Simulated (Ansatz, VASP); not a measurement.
# Ga38NO56 (partly crystallised Ga2O3): VASP beside Ansatz

Wanted: the spread between two codes on one cell, functional and k mesh. Of the first pair: The structure shown is the start of the Ansatz relaxation below; VASP solves that cell, so the two are compared at the walk's first step.

Method: plane waves, with VASP 6.6.1 beside it; RPBE, in Ansatz 0.2.0.

## (1) Starting point

The cell holds 95 atoms: 38 Ga, 56 O and 1 N. Its edges and angles: a = 10.645 Å, b = 10.645 Å, c = 10.645 Å, α = 90.0°, β = 90.0°, γ = 90.0°. It derives from Ga2O3 (partly crystallised Ga2O3). As first built, before any earlier steps moved the atoms or strained the cell (in the runner's words): 95 atoms (38 Fe, 57 O) placed at random at 4.21 g/cm^3, melted at 5000 K for 10 ps at fixed volume with the Morse and Coulomb pair potential with partial charges (Pedone, Malavasi, Menziani, Cormack and Segre, J. Phys. Chem. B 110, 11780 (2006)). Quenched from 5000 K to 300 K at 50 K/ps and fixed volume, held 5 ps, then minimised at fixed cell. Then Fe was replaced by Ga and the cell scaled by 1.003 (the potential has no terms for the new elements, so the cell is a start for a DFT relaxation). Nearest the centre at fractional (0.836, 0.212, 0.994): N95 at 0.00 Å, Ga33 at 1.93 Å, Ga26 at 1.94 Å, Ga23 at 1.96 Å, O61 at 2.62 Å, O88 at 2.86 Å, O52 at 3.06 Å, O74 at 3.07 Å.

## (2) Ansatz: relaxation, RPBE

Ansatz runs on its default PAW (the set named soft_2) files.

The two programs are compared at the cell with which this relaxation starts, whose forces are those of its first step.

input.yaml

```yaml
crystal:
  lattice:
    - [10.64534, 0.0, 0.0]
    - [0.0, 10.64534, 0.0]
    - [0.0, 0.0, 10.64534]
  atoms:
    - { symbol: Ga, position: [0.22548, 0.77562, 0.01335] }
    - { symbol: Ga, position: [0.58782, 0.33719, 0.65363] }
    - { symbol: Ga, position: [0.53321, 0.37681, 0.92112] }
    - { symbol: Ga, position: [0.2289, 0.05645, 0.49699] }
    - { symbol: Ga, position: [0.54982, 0.86353, 0.51747] }
    - { symbol: Ga, position: [0.41536, 0.1112, 0.05733] }
    - { symbol: Ga, position: [0.51139, 0.85587, 0.91683] }
    - { symbol: Ga, position: [0.25864, 0.53379, 0.85608] }
    - { symbol: Ga, position: [0.32597, 0.59421, 0.54757] }
    - { symbol: Ga, position: [0.8075, 0.30854, 0.3991] }
    - { symbol: Ga, position: [0.5986, 0.60059, 0.38302] }
    - { symbol: Ga, position: [0.12571, 0.26116, 0.25961] }
    - { symbol: Ga, position: [0.07591, 0.78785, 0.39588] }
    - { symbol: Ga, position: [0.0237, 0.93768, 0.66689] }
    - { symbol: Ga, position: [0.18967, 0.26166, 0.97181] }
    - { symbol: Ga, position: [0.83038, 0.68064, 0.57848] }
    - { symbol: Ga, position: [0.81102, 0.81771, 0.84439] }
    - { symbol: Ga, position: [0.8835, 0.56976, 0.30516] }
    - { symbol: Ga, position: [0.2742, 0.28897, 0.67351] }
    - { symbol: Ga, position: [0.77288, 0.10338, 0.58665] }
    - { symbol: Ga, position: [0.51821, 0.10271, 0.75639] }
    - { symbol: Ga, position: [0.15815, 0.00226, 0.14225] }
    - { symbol: Ga, position: [0.89, 0.32043, 0.13275], spin: 0.6 }
    - { symbol: Ga, position: [0.64653, 0.59783, 0.78137] }
    - { symbol: Ga, position: [0.88478, 0.0289, 0.28886] }
    - { symbol: Ga, position: [0.72276, 0.07201, 0.02235], spin: 0.6 }
    - { symbol: Ga, position: [0.93861, 0.77608, 0.13868] }
    - { symbol: Ga, position: [0.57976, 0.3418, 0.21459] }
    - { symbol: Ga, position: [0.60636, 0.88112, 0.22612] }
    - { symbol: Ga, position: [0.32886, 0.77566, 0.3049] }
    - { symbol: Ga, position: [0.48819, 0.08759, 0.36181] }
    - { symbol: Ga, position: [0.1443, 0.52243, 0.14078] }
    - { symbol: Ga, position: [0.92927, 0.12059, 0.8686], spin: 0.6 }
    - { symbol: Ga, position: [0.24652, 0.03543, 0.83604] }
    - { symbol: Ga, position: [0.46252, 0.61198, 0.08203] }
    - { symbol: Ga, position: [0.33677, 0.36555, 0.39724] }
    - { symbol: Ga, position: [0.74063, 0.61023, 0.07138] }
    - { symbol: Ga, position: [0.31641, 0.7952, 0.72821] }
    - { symbol: O, position: [0.8463, 0.48681, 0.13337] }
    - { symbol: O, position: [0.09585, 0.93396, 0.50959] }
    - { symbol: O, position: [0.2482, 0.62632, 0.70674] }
    - { symbol: O, position: [0.85562, 0.12393, 0.43183] }
    - { symbol: O, position: [0.42646, 0.7578, 0.59723] }
    - { symbol: O, position: [0.52529, 0.48133, 0.72992] }
    - { symbol: O, position: [0.7719, 0.7025, 0.22309] }
    - { symbol: O, position: [0.20882, 0.1247, 0.66493] }
    - { symbol: O, position: [0.26078, 0.41526, 0.55081] }
    - { symbol: O, position: [0.75287, 0.98208, 0.16983] }
    - { symbol: O, position: [0.45299, 0.51597, 0.44615] }
    - { symbol: O, position: [0.23253, 0.4162, 0.25873] }
    - { symbol: O, position: [0.07343, 0.86112, 0.05817] }
    - { symbol: O, position: [0.09583, 0.12219, 0.9103] }
    - { symbol: O, position: [0.50356, 0.76475, 0.33106] }
    - { symbol: O, position: [0.348, 0.1776, 0.89909] }
    - { symbol: O, position: [0.15416, 0.60624, 0.97896] }
    - { symbol: O, position: [0.48002, 0.02062, 0.19811] }
    - { symbol: O, position: [0.56517, 0.0287, 0.95242] }
    - { symbol: O, position: [0.63749, 0.5306, 0.95129] }
    - { symbol: O, position: [0.39291, 0.48389, 0.97139] }
    - { symbol: O, position: [0.94866, 0.86772, 0.29559] }
    - { symbol: O, position: [0.82812, 0.98086, 0.90849] }
    - { symbol: "N", position: [0.8357, 0.21184, 0.99413], spin: 0.6 }
    - { symbol: O, position: [0.44417, 0.23095, 0.63863] }
    - { symbol: O, position: [0.56176, 0.7709, 0.07341] }
    - { symbol: O, position: [0.96347, 0.34779, 0.30998] }
    - { symbol: O, position: [0.725, 0.27822, 0.5618] }
    - { symbol: O, position: [0.56146, 0.5207, 0.20589] }
    - { symbol: O, position: [0.52596, 0.26839, 0.06553] }
    - { symbol: O, position: [0.75088, 0.48886, 0.39847] }
[... 18 lines left out ...]
    - { symbol: O, position: [0.36803, 0.74238, 0.89699] }
    - { symbol: O, position: [0.73621, 0.26517, 0.23754] }
    - { symbol: O, position: [0.22335, 0.2037, 0.39925] }
    - { symbol: O, position: [0.48378, 0.26674, 0.34739] }
    - { symbol: O, position: [0.85351, 0.72223, 0.98543] }
    - { symbol: O, position: [0.02134, 0.11108, 0.20574] }
    - { symbol: O, position: [0.2892, 0.95539, 0.01271] }
    - { symbol: O, position: [0.21208, 0.90474, 0.2861] }
magnetization:
  spin_polarized: true
kpoints:
  mp_grid: { grid: [1, 1, 1] }
hamiltonian:
  xc: rpbe
scf:
  occupations: { method: fermi_dirac, width: 0.025 }
  lower_state_search: "off"
output:
  forces: true
  eigenvalues: true
relax:
  f_tol: 0.05
  max_steps: 90
```

Command:

```
> ansatz run input.yaml --threads 4 --pin off --max-ram 8192MiB --backend cpu --events-out ev --progress --plain --runs-dir out
```

Numbers of over 12 decimals in the logs are rounded to 6 here.

The log of the run:

```text
Engine: ansatz 0.2.0, x86_64-unknown-linux-gnu
Pseudopotentials: kind: paw
Pseudopotential: Ga, paw, valence charge 13, recommended cutoff 420 eV (normal), Ga.paw.azcp
Pseudopotential: O, paw, valence charge 6, recommended cutoff 420 eV (normal), O.paw.azcp
Pseudopotential: N, paw, valence charge 5, recommended cutoff 420 eV (normal), N.paw.azcp
Functional definition: RPBE
  parameter kappa = 0.804
  parameter beta = 0.066725
  exchange = rpbe_x(kappa = kappa, mu = beta*pi^2/3)
  correlation = pbe_c(beta = beta)
Crystal: 95 atoms, lattice volume = 1206.365 Å³
Basis set: ecut = 420 eV, 23583 PW (Γ), exchange–correlation on 144×144×144 points (8 copies of the dense FFT grid, shifted against one another)
Bands: 514, of which v1, the nominal top of the filled ones, is band 418 counted from 1 (417 counted from 0)
Symmetry: 1 space group operations
Space group: P1 (ITA 1), of the structure as read, at distance tolerance 1.1e-4 Å
Magnetic group: BNS 1.1 (UNI 1), of the structure as read, at distance tolerance 1.1e-4 Å
k-points: 1
Non-local potential: Ga, projectors of the file, l = 0: 2, l = 1: 2, l = 2: 3, l = 3: 1
Non-local potential: O, projectors of the file, l = 0: 2, l = 1: 2, l = 2: 1
Non-local potential: N, projectors of the file, l = 0: 2, l = 1: 2, l = 2: 1
PAW form: soft (Blöchl's): semilocal exchange-correlation on the pseudo side does not see the compensation charge
PAW frozen core: Ga, regenerated for the run's functional, and the local potential with it (the file was generated under x = pbe(κ = 0.804, μ = 0.219515), c = pbe(β = 0.066725))
PAW frozen core: O, regenerated for the run's functional, and the local potential with it (the file was generated under x = pbe(κ = 0.804, μ = 0.219515), c = pbe(β = 0.066725))
PAW frozen core: N, regenerated for the run's functional, and the local potential with it (the file was generated under x = pbe(κ = 0.804, μ = 0.219515), c = pbe(β = 0.066725))
PAW one-centre angular grid: Ga, 590 points (default); XC on 64 Gauss nodes
PAW one-centre angular grid: O, 110 points (default); XC on 64 Gauss nodes
PAW one-centre angular grid: N, 110 points (default); XC on 64 Gauss nodes
Initial density: superposition of atomic densities (chi_scale 0.1, normalization cell, long waves kept (reshape's long-wave potential 0.36 eV rms))
Starting moments: Σ|m| = 2.4 μB on 4 of 95 sites
Initial wavefunctions: pseudopotential atomic-orbital guess
Functional: x = rpbe, c = pbe(β = 0.066725)
SCF iter   1: F=—  HF=-176268.344836 eV  |F-HF|=—  |Δ(HF+E_count)|=         —  Δρ=5.77e-2 (↑4.99e-2 ↓5.77e-2)  dr2=8.32e1  dr2_m=2.46e0  M=0.002 μB ∫|m|=0.234 μB  β_m=0.30  ethr=3.10e-3  ⟨swp⟩=6.0  Hψ=3440  notcnv=0  defer=147
preconditioner: auto → Resta (q_TF=auto, 2.566 Å⁻¹)  ε∞=3.9  [insulator: Δε(μ)=1.989 eV  Ē_g=18.019 eV  σ=0.025 eV  W_gap=0.51  n_scr=340 (ndim 8)  ℏωp=30.9 eV  f_vac=0.076  D(μ)=21.01/eV (n_scr^D=122)  ε∞_Penn≈3.9]
spin=Collinear: Resta preconditioning applied to the charge; magnetization (m = ρ↑ − ρ↓) channel mixes plain (no charge-response kernel on spin).
SCF iter   2: F=—  HF=-176252.420970 eV  |F-HF|=—  |Δ(HF+E_count)|=    1.59e1  Δρ=3.66e-2 (↑3.24e-2 ↓3.66e-2)  dr2=2.84e1  dr2_m=1.22e0  M=0.828 μB ∫|m|=0.885 μB  β_m=0.30  ethr=3.10e-3  ⟨swp⟩=2.0  Hψ=1922  notcnv=0  defer=178
SCF iter   3: F=—  HF=-176245.439538 eV  |F-HF|=—  |Δ(HF+E_count)|=    6.98e0  Δρ=1.83e-2 (↑1.49e-2 ↓1.83e-2)  dr2=5.91e0  dr2_m=7.24e-1  M=1.000 μB ∫|m|=1.049 μB  β_m=0.30  ethr=3.10e-3  ⟨swp⟩=3.0  Hψ=1968  notcnv=0  defer=178
SCF iter   4: F=—  HF=-176244.131044 eV  |F-HF|=—  |Δ(HF+E_count)|=    1.31e0  Δρ=8.53e-3 (↑7.55e-3 ↓8.53e-3)  dr2=1.11e0  dr2_m=3.62e-1  M=0.997 μB ∫|m|=1.056 μB  β_m=0.30  ethr=7.07e-4  ⟨swp⟩=2.0  Hψ=1588  notcnv=0  defer=178
SCF iter   5: F=—  HF=-176244.215994 eV  |F-HF|=—  |Δ(HF+E_count)|=   8.49e-2  Δρ=5.12e-3 (↑5.12e-3 ↓4.97e-3)  dr2=2.94e-1  dr2_m=1.98e-1  M=1.000 μB ∫|m|=1.070 μB  β_m=0.30  ethr=1.33e-4  ⟨swp⟩=2.5  Hψ=1599  notcnv=0  defer=178
SCF iter   6: F=—  HF=-176244.463338 eV  |F-HF|=—  |Δ(HF+E_count)|=   2.47e-1  Δρ=3.85e-3 (↑3.85e-3 ↓3.36e-3)  dr2=1.14e-1  dr2_m=1.07e-1  M=1.000 μB ∫|m|=1.080 μB  β_m=0.30  ethr=3.52e-5  ⟨swp⟩=2.0  Hψ=1588  notcnv=0  defer=178
SCF iter   7: F=—  HF=-176244.574608 eV  |F-HF|=—  |Δ(HF+E_count)|=   1.11e-1  Δρ=2.36e-3 (↑2.36e-3 ↓2.17e-3)  dr2=9.09e-3  dr2_m=5.50e-2  M=1.000 μB ∫|m|=1.090 μB  β_m=0.30  ethr=1.36e-5  ⟨swp⟩=3.0  Hψ=1702  notcnv=0  defer=178
Mixer restart at iter 7: flushing history
spin-set hold released at iteration 7 (site moments contracting): the magnetisation degrees of freedom join the quasi-Newton model from the next iteration; the mixer history was flushed
[...]
--- Relaxed structure (11 steps of the walk, 10 accepted, 0 SCFs on fresh bases) ---
  F+E_penalty+E_count = -176244.86138835 eV   max|allowed force component| = 3.403e-2 eV/Å
  atoms:
    - { symbol: Ga, position: [0.230685, 0.777685, 0.010348] }
    - { symbol: Ga, position: [0.591643, 0.332944, 0.654923] }
    - { symbol: Ga, position: [0.538724, 0.376484, 0.921387] }
    - { symbol: Ga, position: [0.223277, 0.060862, 0.494148] }
    - { symbol: Ga, position: [0.557191, 0.867525, 0.530984] }
    - { symbol: Ga, position: [0.415759, 0.106189, 0.055653] }
    - { symbol: Ga, position: [0.515414, 0.847730, 0.915222] }
    - { symbol: Ga, position: [0.260769, 0.534998, 0.854029] }
    - { symbol: Ga, position: [0.332182, 0.597461, 0.544348] }
    - { symbol: Ga, position: [0.807094, 0.310529, 0.398589] }
    - { symbol: Ga, position: [0.605673, 0.609797, 0.379354] }
    - { symbol: Ga, position: [0.122696, 0.264365, 0.254731] }
    - { symbol: Ga, position: [0.075231, 0.791268, 0.392810] }
    - { symbol: Ga, position: [0.022316, 0.935675, 0.666341] }
    - { symbol: Ga, position: [0.188854, 0.263312, 0.969430] }
    - { symbol: Ga, position: [0.831624, 0.679478, 0.582940] }
    - { symbol: Ga, position: [0.813722, 0.817945, 0.852036] }
    - { symbol: Ga, position: [0.881037, 0.576096, 0.311868] }
    - { symbol: Ga, position: [0.278286, 0.289861, 0.672877] }
    - { symbol: Ga, position: [0.771507, 0.098202, 0.579939] }
    - { symbol: Ga, position: [0.518673, 0.100117, 0.761847] }
    - { symbol: Ga, position: [0.158839, 0.00586525, 0.136978] }
    - { symbol: Ga, position: [0.883094, 0.335816, 0.132204] }
    - { symbol: Ga, position: [0.658858, 0.588275, 0.787009] }
[...]
- { symbol: Ga, position: [0.484336, 0.082087, 0.358500] }
    - { symbol: Ga, position: [0.145993, 0.525540, 0.139891] }
    - { symbol: Ga, position: [0.927699, 0.125261, 0.862784] }
    - { symbol: Ga, position: [0.247247, 0.037387, 0.831332] }
    - { symbol: Ga, position: [0.451523, 0.606692, 0.087837] }
    - { symbol: Ga, position: [0.336511, 0.367124, 0.395080] }
    - { symbol: Ga, position: [0.717747, 0.619000, 0.086979] }
    - { symbol: Ga, position: [0.316490, 0.796237, 0.725582] }
    - { symbol: O, position: [0.840550, 0.503828, 0.144162] }
    - { symbol: O, position: [0.089196, 0.937313, 0.506071] }
    - { symbol: O, position: [0.251286, 0.626272, 0.704038] }
    - { symbol: O, position: [0.856718, 0.122278, 0.426929] }
    - { symbol: O, position: [0.428342, 0.760163, 0.596861] }
    - { symbol: O, position: [0.532298, 0.476162, 0.734120] }
    - { symbol: O, position: [0.731203, 0.701040, 0.252745] }
    - { symbol: O, position: [0.208333, 0.127700, 0.662506] }
    - { symbol: O, position: [0.267108, 0.416336, 0.550686] }
    - { symbol: O, position: [0.749538, 0.981599, 0.170424] }
    - { symbol: O, position: [0.457895, 0.519773, 0.442289] }
    - { symbol: O, position: [0.233462, 0.419235, 0.256731] }
    - { symbol: O, position: [0.078229, 0.864583, 0.045624] }
    - { symbol: O, position: [0.096160, 0.123841, 0.905861] }
    - { symbol: O, position: [0.499175, 0.766622, 0.331143] }
    - { symbol: O, position: [0.350997, 0.175328, 0.895720] }
    - { symbol: O, position: [0.155790, 0.608231, 0.977138] }
    - { symbol: O, position: [0.481503, 0.015054, 0.196062] }
    - { symbol: O, position: [0.566325, 0.020576, 0.949741] }
    - { symbol: O, position: [0.654320, 0.516177, 0.951603] }
    - { symbol: O, position: [0.395253, 0.484114, 0.968959] }
    - { symbol: O, position: [0.943633, 0.863012, 0.286250] }
    - { symbol: O, position: [0.832942, 0.981187, 0.911248] }
    - { symbol: N, position: [0.835093, 0.216338, 0.994714] }
    - { symbol: O, position: [0.447492, 0.228501, 0.642244] }
[...]
- { symbol: O, position: [0.368381, 0.742090, 0.894794] }
    - { symbol: O, position: [0.733392, 0.272109, 0.238996] }
    - { symbol: O, position: [0.216238, 0.207619, 0.396437] }
    - { symbol: O, position: [0.478705, 0.262936, 0.346191] }
    - { symbol: O, position: [0.840966, 0.728680, 1.004296] }
    - { symbol: O, position: [0.019792, 0.109854, 0.198733] }
    - { symbol: O, position: [0.292074, 0.957353, 0.012001] }
    - { symbol: O, position: [0.205041, 0.905033, 0.281346] }
```

The column dr2 measures how far the density is from self-consistency, as an energy; F and HF (Harris–Foulkes) agree once it is small.

(Part 1 of 2 ends here.)

[Lines on the potential files, build, host, timing and source positions are cut from VASP's logs without a mark.]

[Logs are printed without paths, hosts, clocks, repeated set-up lines and the standing remarks that a program may print on its own settings, such as how far it seeks lower states.]

[Hosts, paths, dates, database ids (printed as entryN), source tags and the programs' standing remarks are cut or masked in the printed files.]
